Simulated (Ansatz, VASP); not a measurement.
## Al4Si3 in VASP and in Ansatz

Contents of INCAR:

```
ALGO = Fast ; EDIFF = 1E-7
ENCUT = 520 ; GGA = PE
ISIF = 2 ; ISMEAR = 0
LASPH = T ; LCHARG = F
LREAL = F ; LWAVE = F
NBANDS = 21 ; NELM = 80
PREC = Accurate ; SIGMA = 0.1
```

Contents of KPOINTS:

```
k-points
0
Gamma
  9 9 8
```

File POSCAR:

```
Al4Si3
1.0
    5.3591175123      0.0000000000      0.0000000000
   -2.6795587562      4.6411319075      0.0000000000
    0.0000000000      0.0000000000      5.1948523433
Al Si
4 3
Direct
    0.0000000000      0.0000000000      0.0000000000
    0.5000000000      0.0000000000      0.5000000000
    0.0000000000      0.5000000000      0.5000000000
    0.5000000000      0.5000000000      0.5000000000
    0.5000000000      0.0000000000      0.0000000000
    0.0000000000      0.5000000000      0.0000000000
    0.5000000000      0.5000000000      0.0000000000
```

Input for Ansatz:

```yaml
crystal:
  lattice:
    - [5.3591175123, 0.0, 0.0]
    - [-2.6795587562, 4.6411319075, 0.0]
    - [0.0, 0.0, 5.1948523433]
  atoms:
    - { symbol: Al, position: [0.0, 0.0, 0.0] }
    - { symbol: Al, position: [0.5, 0.0, 0.5] }
    - { symbol: Al, position: [0.0, 0.5, 0.5] }
    - { symbol: Al, position: [0.5, 0.5, 0.5] }
    - { symbol: Si, position: [0.5, 0.0, 0.0] }
    - { symbol: Si, position: [0.0, 0.5, 0.0] }
    - { symbol: Si, position: [0.5, 0.5, 0.0] }
basis:
  ecutwfc: 420
kpoints:
  mp_grid: { grid: [9, 9, 8] }
  band_path:
    path:
      - [[0.0, 0.0, 0.0], [0.5, 0.0, 0.0], [0.33333333, 0.33333333, 0.0], [0.0, 0.0, 0.0], [0.0, 0.0, 0.5], [0.5, 0.0, 0.5], [0.33333333, 0.33333333, 0.5], [0.0, 0.0, 0.5]]
      - [[0.5, 0.0, 0.5], [0.5, 0.0, 0.0]]
      - [[0.33333333, 0.33333333, 0.5], [0.33333333, 0.33333333, 0.0]]
    npoints: 14
hamiltonian:
  xc: pbe
scf:
  occupations: { method: gaussian, width: 0.1 }
  n_extra_bands: 17
output:
  forces: true
  stress: true
  eigenvalues: true
  populations: true
  dos: { projected: true, de: 0.02, nscf_kmesh: { grid: [11, 11, 10] } }
  bader: true
  write_density: true
  write_potential: true
  elf: true
  volumetric_format: npy
```

The cell was built by a generator and needn't be a form met in nature.

Alike in both runs: task single point; functional PBE; k mesh 9 × 9 × 8; occupations gaussian, width 0.1 eV; no spin polarisation.

|  | VASP | Ansatz |
| --- | --- | --- |
| version | VASP 6.6.1 | Ansatz 0.2.0 |
| potentials or method | VASP PAW PBE potentials, release 64 (Al, Si) | scalar-relativistic, plane waves, PAW |
| plane-wave cutoff (eV) | 520 | 420 |
| valence electrons in the cell | 24 | 24 |

```tsv
	VASP	Ansatz	Ansatz less VASP
gap on the k mesh at the Fermi level (eV)	none	none	-
pressure (GPa)	0.0	0.0	+0.03
```

A gap of «none» marks a metal or a gap that the smearing closes.
